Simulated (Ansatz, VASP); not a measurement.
# Ru (Ruthenium): VASP beside Ansatz, part 2 of 2

One calculation is typed for both programs; each brings its own data sets. How far apart do they land? The structure shown is the end of the Ansatz relaxation below.

VASP 6.6.1 and Ansatz 0.2.0.

So far. Step 3 (VASP: single point, LDA, pair 1): The run ends at a pressure of -11.97 GPa.

### Step 6. VASP: single point, LDA, pair 2

Level of this step: LDA; plane waves and PAW (Ru_pv) (VASP).

The same cell, functional (in two slightly different forms), mesh and smearing now go to VASP, with its own data sets.

Input file INCAR:

```
SYSTEM = Ru
PREC = Accurate
ENCUT = 500
EDIFF = 1E-06
NELM = 120
ISMEAR = 1
SIGMA = 0.2
LREAL = .FALSE.
ALGO = Normal
GGA = PW92
NBANDS = 20
LASPH = .TRUE.
LORBIT = 11
LWAVE = .FALSE.
LCHARG = .FALSE.
ISIF = 2
GGA_COMPAT = .FALSE.
KPAR = 2
```

Input file POSCAR:

```
Ru
1.0
    2.7819005990      0.0000000000      0.0000000000
   -1.3909502995      2.4091965895      0.0000000000
    0.0000000000      0.0000000000      4.1271699767
Ru
2
Direct
    0.3333333333      0.6666666667      0.2500000000
    0.6666666667      0.3333333333      0.7500000000
```

Input file KPOINTS:

```
Automatic mesh
0
Gamma
18 18 12
0 0 0
```

PAW data sets: Ru_pv (LDA family, release 64).

Command:

```console
> mpirun -np 2 vasp_std
```

Numbers of over 12 decimals in the logs are rounded to 6 here.

Output:

```text
[banner, memory and clock lines left out]
running    2 mpi-ranks, on    1 nodes
[...]
[... a notice as in an earlier step ...]

 LDA part: xc-table for (Slater(with rela. corr.)+PW92), standard interpolation
 POSCAR, INCAR and KPOINTS ok, starting setup
[...]
entering main loop
       N       E                     dE             d eps       ncg     rms          rms(c)
DAV:   1     0.278746820545E+03    0.27875E+03   -0.17387E+04 10384   0.151E+03
DAV:   2    -0.167363057665E+02   -0.29548E+03   -0.28734E+03 10724   0.452E+02
DAV:   3    -0.226490522407E+02   -0.59127E+01   -0.58692E+01 11832   0.716E+01
DAV:   4    -0.226977198742E+02   -0.48668E-01   -0.48628E-01 13672   0.608E+00
[...]
DAV:  10    -0.212193058529E+02   -0.14212E-04   -0.11098E-04 11760   0.107E-01    0.203E-02
DAV:  11    -0.212193054546E+02    0.39831E-06   -0.15733E-05 11816   0.381E-02    0.197E-03
DAV:  12    -0.212193054339E+02    0.20676E-07   -0.24077E-07  7044   0.451E-03
   1 F= -.21219305E+02 E0= -.21219328E+02  d E =0.670173E-04
```

Parts of OUTCAR (step 6):

```text
  Total       -3.9727286     -3.9727286      0.0866228      0.0000000      0.0000000      0.0000000
  in kB     -230.1088271   -230.1088271      5.0173757      0.0000000      0.0000000      0.0000000
  external PRESSURE =    -151.7334262 kB  Pullay stress =       0.0000000 kB

 POSITION                                       TOTAL-FORCE (eV/Angst)
 -----------------------------------------------------------------------------------
     -0.00000      1.60613      1.03179         0.000000     -0.000000      0.000000
      1.39095      0.80307      3.09538        -0.000000      0.000000      0.000000
 -----------------------------------------------------------------------------------
    total drift:                               -0.000000      0.000000     -0.000000

  FREE ENERGIE OF THE ION-ELECTRON SYSTEM (eV)
  ---------------------------------------------------
  free  energy   TOTEN  =       -21.2193054339 eV

  energy  without entropy=      -21.2193724512  energy(sigma->0) =      -21.21932777

[... 1 part as in an earlier step ...]

[... 2 further parts left out ...]
[key lines of the parts left out:]
E-fermi :  12.3740
```

The run ends at a pressure of -15.17 GPa.

### Step 7. Side by side

What differs besides the data sets and the points named for the pairs above, as far as they apply: the data sets hold 32 valence electrons in Ansatz (on its PAW soft_1 files) and 28 in VASP. Total energies have different zeros and are not compared.

The two programs side by side:

```
      quantity  Ansatz    VASP  difference
pressure (GPa)  -15.63  -15.17       -0.46
```

### Step 8. Ansatz: relaxation, LDA

This run makes the geometry at which the two programs are then compared. The cell compared in this pair holds 26.77 Å³, against 27.66 Å³ for the pair before.

The structure compared here is the end of the Ansatz relaxation.

Input file input.yaml:

```yaml
crystal:
  lattice:
    - [2.6576900432, 0.0, 0.0]
    - [-1.3288450216, 2.3016270928, 0.0]
    - [0.0, 0.0, 4.3929077537]
  atoms:
    - { symbol: Ru, position: [0.3333333331, 0.6666666669, 0.25] }
    - { symbol: Ru, position: [0.6666666669, 0.3333333331, 0.75] }
kpoints:
  mp_grid: { grid: [18, 18, 12] }
hamiltonian:
  xc: lda
  pseudopotentials: { kind: paw, azcp: { folder: soft_1 }, xc_functional: pbe }
scf:
  occupations: { method: methfessel_paxton, width: 0.2 }
output:
  forces: true
  stress: true
  eigenvalues: true
relax:
  adjacent_minimum: "off"
  f_tol: 0.001
  max_steps: 60
  cell: { stress_tol: 0.01, fix: [c, angles] }
```

Command:

```console
> ansatz run input.yaml --threads 4 --pin off --max-ram 10240MiB --backend cpu --events-out ev --progress --plain --runs-dir out
```

Output:

```text
[...]
k-point 636: bands = [... 12 lower, 22.5038, 22.5038, 23.8893, 23.8893, 25.3800, 25.3800, 26.8893, 26.8893]
--- Relaxed structure (4 steps of the walk, 3 accepted, 1 SCFs on fresh bases) ---
[...]
cell:  # Å, volume = 26.7730 Å³
    - [2.652815, 0, 0]
    - [-1.326407, 2.297405, 0]
    - [0, 0, 4.3929077537]
  atoms:
    - { symbol: Ru, position: [0.333333, 0.666667, 0.250000] }
    - { symbol: Ru, position: [0.666667, 0.333333, 0.750000] }
[key lines of the parts left out:]
SCF converged after 5 iterations
Free energy (F): -11516.587948 eV
Fermi energy:    23.417611 eV
P = ⅓ Tr σ = -7.6415 GPa (-76.415 kbar)
```

### Step 9. VASP: single point, LDA, pair 3

The same cell, functional (in two slightly different forms), mesh and smearing now go to VASP, with its own data sets.

INCAR is that of step 6.

Input file POSCAR:

```
Ru
1.0
    2.6528145183      0.0000000000      0.0000000000
   -1.3264072592      2.2974047644      0.0000000000
    0.0000000000      0.0000000000      4.3929077537
Ru
2
Direct
    0.3333333375      0.6666666625      0.2500000000
    0.6666666625      0.3333333375      0.7500000000
```

KPOINTS is that of step 6.

Command:

```console
> mpirun -np 2 vasp_std
```

Output:

```text
[... set-up lines as in an earlier step ...]
 entering main loop
       N       E                     dE             d eps       ncg     rms          rms(c)
DAV:   1     0.280310107030E+03    0.28031E+03   -0.17278E+04 10376   0.152E+03
DAV:   2    -0.167886560875E+02   -0.29710E+03   -0.28887E+03 10656   0.456E+02
DAV:   3    -0.227212789431E+02   -0.59326E+01   -0.58820E+01 11832   0.720E+01
DAV:   4    -0.227682675437E+02   -0.46989E-01   -0.46939E-01 13380   0.604E+00
[...]
DAV:  10    -0.213085497471E+02   -0.19086E-04   -0.93711E-05 11512   0.986E-02    0.225E-02
DAV:  11    -0.213085474247E+02    0.23224E-05   -0.16976E-05 11736   0.396E-02    0.133E-03
DAV:  12    -0.213085474194E+02    0.52296E-08   -0.11735E-07  6908   0.346E-03
   1 F= -.21308547E+02 E0= -.21308782E+02  d E =0.703952E-03
```

From OUTCAR (step 9):

```text
  Total        0.0842288      0.0842288     -3.7362718     -0.0000000      0.0000000      0.0000000
  in kB        5.0405143      5.0405143   -223.5900926     -0.0000000      0.0000000      0.0000000
  external PRESSURE =     -71.1696880 kB  Pullay stress =       0.0000000 kB

 POSITION                                       TOTAL-FORCE (eV/Angst)
 -----------------------------------------------------------------------------------
      0.00000      1.53160      1.09823         0.000000     -0.000000      0.000000
      1.32641      0.76580      3.29468        -0.000000      0.000000      0.000000
 -----------------------------------------------------------------------------------
    total drift:                                0.000002     -0.000001      0.000003

  FREE ENERGIE OF THE ION-ELECTRON SYSTEM (eV)
  ---------------------------------------------------
  free  energy   TOTEN  =       -21.3085474194 eV

  energy  without entropy=      -21.3092513713  energy(sigma->0) =      -21.30878207

[... 1 part as in an earlier step ...]

[... 2 further parts left out ...]
[key lines of the parts left out:]
E-fermi :  12.9505
```

The run ends at a pressure of -7.12 GPa.

### Step 10. Side by side

What differs besides the data sets and the points named for the pairs above, as far as they apply: the data sets hold 32 valence electrons in Ansatz (on its PAW soft_1 files) and 28 in VASP. Total energies have different zeros and are not compared.

The two programs side by side:

```
      quantity  Ansatz   VASP  difference
pressure (GPa)   -7.64  -7.12       -0.52
```

### Step 11. Results

| Item | Value |
| --- | --- |
| difference in pressure (single point, LDA, pair 1) | -0.49 GPa |
| difference in pressure (single point, LDA, pair 2) | -0.46 GPa |
| difference in pressure (single point, LDA, pair 3) | -0.52 GPa |

**Reading.** The difference in pressure is -0.52 GPa (single point, LDA, pair 3), within the 1 GPa picked in this series as the mark of a large difference. The data sets hold unlike numbers of valence electrons (32 in Ansatz and 28 in VASP), so part of the differences comes from the potentials. 3 further runs of this series are not shown here. How closely two codes agree says nothing of how well the functional describes the real material.

[Lines on the potential files, build, host, timing and source positions are cut from VASP's logs without a mark.]

[Logs are printed without paths, hosts, clocks, repeated set-up lines and the standing remarks that a program may print on its own settings, such as how far it seeks lower states.]

[Hosts, paths, dates, database ids (printed as entryN), source tags and the programs' standing remarks are cut or masked in the printed files.]
